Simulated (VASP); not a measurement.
Output of a VASP run:

### OSZICAR
```
       N       E                     dE             d eps       ncg     rms          rms(c)
DAV:   1     0.765376695735E+03    0.76538E+03   -0.37341E+04  2560   0.179E+03
DAV:   2    -0.309359892796E+02   -0.79631E+03   -0.78166E+03  3400   0.622E+02
DAV:   3    -0.945829107400E+02   -0.63647E+02   -0.63340E+02  3808   0.160E+02
DAV:   4    -0.999426313799E+02   -0.53597E+01   -0.53534E+01  4616   0.423E+01
DAV:   5    -0.100244099231E+03   -0.30147E+00   -0.30143E+00  3936   0.698E+00    0.268E+01
DAV:   6    -0.833009184894E+02    0.16943E+02   -0.91929E+01  3528   0.570E+01    0.983E+00
DAV:   7    -0.831892588263E+02    0.11166E+00   -0.74017E+00  4280   0.158E+01    0.507E+00
DAV:   8    -0.831707525007E+02    0.18506E-01   -0.63857E-01  3896   0.491E+00    0.189E+00
DAV:   9    -0.831801903673E+02   -0.94379E-02   -0.92959E-02  3480   0.220E+00    0.607E-01
DAV:  10    -0.831818501437E+02   -0.16598E-02   -0.21297E-02  3872   0.103E+00    0.155E-01
DAV:  11    -0.831819344082E+02   -0.84264E-04   -0.37504E-03  3856   0.435E-01    0.648E-02
DAV:  12    -0.831818753999E+02    0.59008E-04   -0.37599E-04  3992   0.165E-01    0.205E-02
DAV:  13    -0.831818652320E+02    0.10168E-04   -0.87403E-05  4584   0.624E-02    0.830E-03
DAV:  14    -0.831818658952E+02   -0.66316E-06   -0.42139E-06  3544   0.134E-02    0.281E-03
DAV:  15    -0.831818657746E+02    0.12057E-06   -0.23906E-07  2304   0.374E-03    0.388E-04
DAV:  16    -0.831818657865E+02   -0.11885E-07   -0.50346E-08  1720   0.215E-03
   1 F= -.83181866E+02 E0= -.83181866E+02  d E =0.000000E+00
```

### OUTCAR
```
------------------------ aborting loop because EDIFF is reached ----------------------------------------
  FORCE on cell =-STRESS in cart. coord.  units (eV):
  Direction    XX          YY          ZZ          XY          YZ          ZX
  --------------------------------------------------------------------------------------
  Total        0.0816610      0.0816610      0.0476326      0.0000000      0.0000000      0.0000000
  in kB        1.2377554      1.2377553      0.7219790      0.0000000      0.0000000      0.0000000
  external PRESSURE =       1.0658299 kB  Pullay stress =       0.0000000 kB
  volume of cell :      105.70
      direct lattice vectors                 reciprocal lattice vectors
     2.591006314  1.495918112  4.545302085     0.192975215  0.111414298  0.073335793
    -2.591006314  1.495918112  4.545302085    -0.192975215  0.111414298  0.073335793
     0.000000000 -2.991836223  4.545302085     0.000000000 -0.222828597  0.073335793
 POSITION                                       TOTAL-FORCE (eV/Angst)
 -----------------------------------------------------------------------------------
      0.00000      0.00000      3.40898         0.000000     -0.000000     -0.000000
      0.00000      0.00000     10.22693         0.000000      0.000000     -0.000000
      0.00000      0.00000      0.00000         0.000000      0.000000     -0.000000
      0.00000      0.00000      6.81795         0.000000     -0.000000     -0.000000
     -0.62145     -1.49592      5.68163        -0.002147     -0.000000      0.000000
      1.60623      0.20977      5.68163         0.001073     -0.001859     -0.000000
     -0.98478      1.28615      5.68163         0.001073      0.001859     -0.000000
      0.62145      1.49592      7.95428         0.002147     -0.000000      0.000000
     -1.60623     -0.20977      7.95428        -0.001073      0.001859     -0.000000
      0.98478     -1.28615      7.95428        -0.001073     -0.001859     -0.000000
 -----------------------------------------------------------------------------------
    total drift:                               -0.000000      0.000000     -0.000000
  FREE ENERGIE OF THE ION-ELECTRON SYSTEM (eV)
  ---------------------------------------------------
  free  energy   TOTEN  =       -83.1818657865 eV

  energy  without entropy=      -83.1818657865  energy(sigma->0) =      -83.18186579

 total charge

# of ion       s       p       d       tot
------------------------------------------
    1        2.017   0.054   0.000   2.071
    2        2.017   0.054   0.000   2.071
    3        2.217   6.158   2.019  10.394
    4        2.217   6.158   2.019  10.394
    5        1.565   3.496   0.000   5.061
    6        1.565   3.496   0.000   5.061
    7        1.565   3.496   0.000   5.061
    8        1.565   3.496   0.000   5.061
    9        1.565   3.496   0.000   5.061
   10        1.565   3.496   0.000   5.061
--------------------------------------------------
tot         17.857  33.401   4.038  55.296
```
(Selected blocks of OUTCAR.)

File POSCAR:
```
LiNbO3
1
    2.5910063143     1.4959181117     4.5453020851
   -2.5910063143     1.4959181117     4.5453020851
    0.0000000000    -2.9918362234     4.5453020851
Li Nb O
2 2 6
Direct
  0.2500000000   0.2500000000   0.2500000000
  0.7500000000   0.7500000000   0.7500000000
  0.0000000000   0.0000000000   0.0000000000
  0.5000000000   0.5000000000   0.5000000000
  0.1300763473   0.3699236527   0.7500000000
  0.7500000000   0.1300763473   0.3699236527
  0.3699236527   0.7500000000   0.1300763473
  0.8699236527   0.6300763473   0.2500000000
  0.2500000000   0.8699236527   0.6300763473
  0.6300763473   0.2500000000   0.8699236527
```

Q: Reconstruct the remaining input files.

A: Several could match; the one computed here: the input of the run itself, PBEsol GGA, plane waves, VASP's PBE PAW potentials (set 64).

KPOINTS:
```
K-points
0
gamma
  6 6 6
```

INCAR:
```
SYSTEM=LiNbO3
PREC=Accurate; ENCUT=520; LREAL=.False.
LASPH=.True.
EDIFF=1E-7; NELM=100; ALGO=Normal
LMAXMIX=4
ISMEAR=-5
GGA=PS
ISIF=2
LWAVE=.False.; LCHARG=.True.; LORBIT=11
NEDOS=601
LEFG=.True.
```

POTCAR, in this order: Li_sv Nb_sv O (PBE.64 set). Program: vasp_std.

The structure comes from a measured LiNbO3 entry (R-3c) of the Crystallography Open Database, whose conditions weren't checked. It was relaxed first, which changed the volume by -5 %.
